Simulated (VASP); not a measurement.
OSZICAR of a VASP run on Gd (hcp):

OSZICAR:
```
       N       E                     dE             d eps       ncg     rms          rms(c)
DAV:   1     0.343077348264E+02    0.34308E+02   -0.77494E+03   416   0.100E+03
DAV:   2    -0.742134764307E+01   -0.41729E+02   -0.40415E+02   461   0.208E+02
DAV:   3    -0.909809053947E+01   -0.16767E+01   -0.15301E+01   549   0.257E+01
DAV:   4    -0.913071815364E+01   -0.32628E-01   -0.32526E-01   537   0.380E+00
DAV:   5    -0.913150915062E+01   -0.79100E-03   -0.79091E-03   581   0.460E-01    0.213E+01
DAV:   6    -0.913075035648E+01    0.75879E-03   -0.22960E-02   456   0.120E+00    0.127E+01
DAV:   7    -0.913826609023E+01   -0.75157E-02   -0.41049E-02   436   0.160E+00    0.210E-01
DAV:   8    -0.913791733120E+01    0.34876E-03   -0.23028E-03   516   0.354E-01    0.522E-02
DAV:   9    -0.913792966395E+01   -0.12333E-04   -0.19539E-04   547   0.102E-01    0.344E-02
DAV:  10    -0.913792466694E+01    0.49970E-05   -0.31935E-05   524   0.393E-02    0.455E-02
DAV:  11    -0.913792627592E+01   -0.16090E-05   -0.55354E-06   476   0.164E-02    0.215E-03
DAV:  12    -0.913792648035E+01   -0.20443E-06   -0.29053E-07   248   0.418E-03
   1 F= -.91379265E+01 E0= -.91390775E+01  d E =0.345311E-02
```

Question: Which electronic solver shows in the log?

Answer: It is blocked Davidson (ALGO = Normal, or the opening steps of other solvers). The INCAR had ALGO = Normal.

Question: Can the final energy be trusted as converged?

Answer: The run converged. It stopped with EDIFF = 1E-6, NELM = 100 (PBE GGA, plane waves, VASP's PBE PAW potentials (set 64)). The 4f electrons are frozen in the core of the lanthanide potential, so 4f levels, which can set the real gap, and their magnetism are missing.

The compound is Gd in the hcp structure. The cell was not relaxed at this level. The run is one of a series of settings (KPOINTS 7×7×4 Monkhorst-Pack mesh against the base run), some of them coarse on purpose.
